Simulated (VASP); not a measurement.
Level of theory: PBE GGA with spin-orbit coupling, VASP's PBE PAW potentials (set 64) (plane waves; VASP 6.6.1).

VASP ran on this input.

**KPOINTS**
```
Automatic mesh
0
Gamma
8 8 8
0 0 0
```

INCAR:
```
! general
SYSTEM        = Sr
PREC          = Accurate
ENCUT         = 300
LREAL         = F
LASPH         = T

! electronic loop
EDIFF         = 1E-6
NELM          = 100
ALGO          = Normal
LMAXMIX       = 4

! smearing
ISMEAR        = 0
SIGMA         = 0.136

! functional
GGA           = PE
GGA_COMPAT    = F

! spin
MAGMOM        = 3*0.0
LSORBIT       = T
LNONCOLLINEAR = T

! ions
ISIF          = 2

! output
LWAVE         = F
LCHARG        = F
LORBIT        = 11
```

### POSCAR
```
Sr
1.0
  0.0000000000   2.9691680000   2.9691680000
  2.9691680000   0.0000000000   2.9691680000
  2.9691680000   2.9691680000   0.0000000000
Sr
1
Direct
  0.0000000000   0.0000000000   0.0000000000
```

POTCAR, in this order: Sr_sv (PBE.64 set). Program: vasp_ncl.

**Question.** What will the output report for the number of irreducible k-points (NKPTS), largest plane-wave count, number of space-group operations, FFT grid (NGX, NGY, NGZ)?

**Answer.** 
```json
{
  "number of irreducible k-points (NKPTS)": "29",
  "largest_plane_wave_count": "1272",
  "number_of_space_group_operations": "48",
  "FFT grid (NGX, NGY, NGZ)": "24 × 24 × 24"
}
```

The structure is a typed Sr crystal. The cell was not relaxed at this level. The run is one of a series of settings (GGA_COMPAT = .FALSE., LNONCOLLINEAR = .TRUE., LSORBIT = .TRUE., MAGMOM = 0.0 0.0 0.0, program vasp_ncl against the base run), some of them coarse on purpose.
